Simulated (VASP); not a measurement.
The input files of a VASP run:

**KPOINTS**
```
kpoints
0
G
10 10 10
```

File POSCAR:
```
AuZn
1
    3.1473172308     0.0000000000     0.0000000000
    0.0000000000     3.1473172308     0.0000000000
   -0.0000000000    -0.0000000000     3.1473172308
Zn Au
1 1
Direct
  0.5000000000   0.5000000000   0.5000000000
  0.0000000000   0.0000000000   0.0000000000
```

**INCAR**
```
SYSTEM = AuZn
PREC = Accurate
ENCUT = 480
EDIFF = 1E-7
NELM = 100
ALGO = Normal
LREAL = .FALSE.
LASPH = .TRUE.
ISMEAR = 1
SIGMA = 0.1
METAGGA = R2SCAN
LMIXTAU = .TRUE.
LMAXMIX = 6
LWAVE = .FALSE.
LCHARG = .FALSE.
ISIF = 3
IBRION = 2
NSW = 40
EDIFFG = -0.01
PSTRESS = 200
```

POTCAR, in this order: Zn Au (PBE.64 set). Program: vasp_std.

Problem. Translate this r2SCAN calculation to Ansatz.

Solution. One equivalent input (not run):
Ansatz 0.2 input:
```yaml
crystal:
  lattice:
    - [3.1473172, 0.0000000, 0.0000000]
    - [0.0000000, 3.1473172, 0.0000000]
    - [0.0000000, 0.0000000, 3.1473172]
  atoms:
    - { symbol: Zn, position: [0.5000000, 0.5000000, 0.5000000] }
    - { symbol: Au, position: [0.0000000, 0.0000000, 0.0000000] }
kpoints:
  mp_grid: { grid: [10, 10, 10] }
hamiltonian:
  xc: r2scan
  pseudopotentials: { kind: paw }
scf:
  occupations: { method: methfessel_paxton, width: 0.1 }
  max_iter: 100
relax:
  max_steps: 40
  f_tol: 0.01
  cell: { p_target: 20 }
output: { forces: true, stress: true, eigenvalues: true }
```
Limits of the translation: each code has its own PAW files, so the cut-off isn't converted (ENCUT is set for VASP's; basis.ecutwfc is left out, and Ansatz then takes the one that its files recommend); Ansatz stops its SCF on the density residual and VASP on the energy change (EDIFF).

The compound is AuZn in the CsCl type structure. This run relaxes it under an external pressure of 20 GPa. Symmetry was kept, so distortions that lower it aren't found.
